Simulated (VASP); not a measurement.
Output of a VASP run:

File OSZICAR:
```
       N       E                     dE             d eps       ncg     rms          rms(c)
DAV:   1     0.642835994884E+03    0.64284E+03   -0.29395E+04  2736   0.160E+03
DAV:   2     0.234658346264E+02   -0.61937E+03   -0.58516E+03  3202   0.445E+02
DAV:   3    -0.381941136371E+02   -0.61660E+02   -0.60867E+02  3090   0.157E+02
DAV:   4    -0.394601136524E+02   -0.12660E+01   -0.12644E+01  3084   0.245E+01
DAV:   5    -0.394788019446E+02   -0.18688E-01   -0.18686E-01  3102   0.290E+00    0.325E+01
DAV:   6    -0.333042264387E+02    0.61746E+01   -0.26808E+01  3674   0.538E+01    0.232E+01
DAV:   7    -0.322855623971E+02    0.10187E+01   -0.55175E+00  3558   0.409E+01    0.116E+01
DAV:   8    -0.321319816865E+02    0.15358E+00   -0.11782E+00  3400   0.250E+01    0.493E+00
DAV:   9    -0.321159368597E+02    0.16045E-01   -0.17050E-01  4170   0.114E+01    0.893E-01
DAV:  10    -0.321147006935E+02    0.12362E-02   -0.29420E-02  4288   0.201E+00    0.385E-01
DAV:  11    -0.321147063072E+02   -0.56137E-05   -0.47531E-03  4060   0.657E-01    0.105E-01
DAV:  12    -0.321147166401E+02   -0.10333E-04   -0.40778E-04  3164   0.191E-01    0.431E-02
DAV:  13    -0.321147245837E+02   -0.79436E-05   -0.74409E-05  3172   0.716E-02    0.190E-02
DAV:  14    -0.321147256807E+02   -0.10970E-05   -0.15664E-05  4206   0.486E-02    0.728E-03
DAV:  15    -0.321147267364E+02   -0.10557E-05   -0.36550E-06  2794   0.208E-02    0.439E-03
DAV:  16    -0.321147265688E+02    0.16765E-06   -0.76739E-07  1746   0.887E-03
   1 F= -.32114727E+02 E0= -.32114727E+02  d E =-.410422E-14
```

**OUTCAR**
```
------------------------ aborting loop because EDIFF is reached ----------------------------------------
  FORCE on cell =-STRESS in cart. coord.  units (eV):
  Direction    XX          YY          ZZ          XY          YZ          ZX
  --------------------------------------------------------------------------------------
  Total       -6.3132260     -5.8347811     -6.3396842      0.4082837      1.9666922      0.0422919
  in kB     -105.1867573    -97.2152278   -105.6275867      6.8025506     32.7677131      0.7046401
  external PRESSURE =    -102.6765240 kB  Pullay stress =       0.0000000 kB
  volume of cell :       96.16
      direct lattice vectors                 reciprocal lattice vectors
     2.468490000  1.425183000  4.555620000     0.202552978  0.116944019  0.073169705
    -2.468490000  1.425183000  4.555620000    -0.202552978  0.116944019  0.073169705
     0.000000000 -2.850367000  4.555620000     0.000000000 -0.233888038  0.073169680
 POSITION                                       TOTAL-FORCE (eV/Angst)
 -----------------------------------------------------------------------------------
      0.08434     -0.02727      6.73081        -0.066358      1.139870      1.123135
      0.01933      2.81383      9.08535        -2.130629      2.784790      1.441589
     -1.65474     -0.09911      7.97645        -0.046341     -0.295947      0.004028
      1.72998      0.02825      5.69581         0.212283      0.464588     -0.313882
      0.84439     -1.44238      7.97160         0.837873      0.132427      0.644424
     -0.95545      1.51409      5.68892         0.734273     -0.710017      0.134179
      0.58444      1.44519      8.01632         1.041008     -1.372764     -1.161095
     -0.65230     -1.38223      5.77998        -0.582110     -2.142947     -1.872378
 -----------------------------------------------------------------------------------
    total drift:                               -0.000019      0.001187      0.000225
  FREE ENERGIE OF THE ION-ELECTRON SYSTEM (eV)
  ---------------------------------------------------
  free  energy   TOTEN  =       -32.1147265688 eV

  energy  without entropy=      -32.1147265688  energy(sigma->0) =      -32.11472657
```
(Selected blocks of OUTCAR.)

POSCAR:
```
ZnPdF6
1
    2.4684900000     1.4251830000     4.5556200000
   -2.4684900000     1.4251830000     4.5556200000
    0.0000000000    -2.8503670000     4.5556200000
Zn Pd F
1 1 6
Direct
  0.5063850000   0.4722190000   0.4988690000
 -0.0022510000  -0.0100820000   0.0066510000
  0.2368720000   0.9072160000   0.6068160000
  0.7704780000   0.0696510000   0.4101530000
  0.5856350000   0.2435680000   0.9206350000
  0.3997910000   0.7868490000   0.0621290000
  0.8739390000   0.6371780000   0.2485390000
  0.1291500000   0.3934010000   0.7462070000
```

Reconstruct the remaining input files.

This is not unique; one that fits is the input of the run itself, PBEsol GGA, plane waves, VASP's PBE PAW potentials (set 64).

### INCAR
```
SYSTEM = ZnPdF6
PREC = Accurate
ENCUT = 400
EDIFF = 1E-6
NELM = 100
ALGO = Normal
LREAL = .FALSE.
LASPH = .TRUE.
ISMEAR = -1
SIGMA = 0.01
GGA = PS
LMAXMIX = 4
LWAVE = .FALSE.
LCHARG = .FALSE.
ISIF = 2
```

KPOINTS:
```
Automatic mesh
0
Gamma
4 4 4
0 0 0
```

POTCAR, in this order: Zn Pd F (PBE.64 set). Program: vasp_std.

At this cut-off the stress carries a Pulay error, which pulls relaxed volumes low.

The structure comes from a computed database's ZnPdF6 entry; how it stands against other phases isn't given here. The cell was not relaxed at this level.
